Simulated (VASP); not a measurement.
Method: r2SCAN meta-GGA, VASP's PBE PAW potentials (set 64) (plane waves; VASP 6.6.1). For the first row: Run with 400 eV cut-off, 6×3×4 Γ-centred mesh, tetrahedra with Blöchl corrections, potentials Cd Te Se.

| system | energy (eV/atom) |
|---|---|
| Cd₄Te₃Se (space group Pmm2) | -21.9710 |
| Cd (hcp) | -20.0949 |
| Te (trig) | -25.4140 |
| Se (trig) | -14.3080 |

The references are the elements' solids at the same level; no temperature or zero-point terms are added.    Spin-orbit coupling is left out, which shifts such energies by up to tenths of an eV for the heavy elements here.

### Question
What is the formation energy per atom of Cd₄Te₃Se?

### Answer
The references average (4×(-20.0949) + 3×(-25.4140) + 1×(-14.3080))/8 = -21.3662 eV, so the formation energy is -21.9710 − (-21.3662) = -0.605 eV/atom.
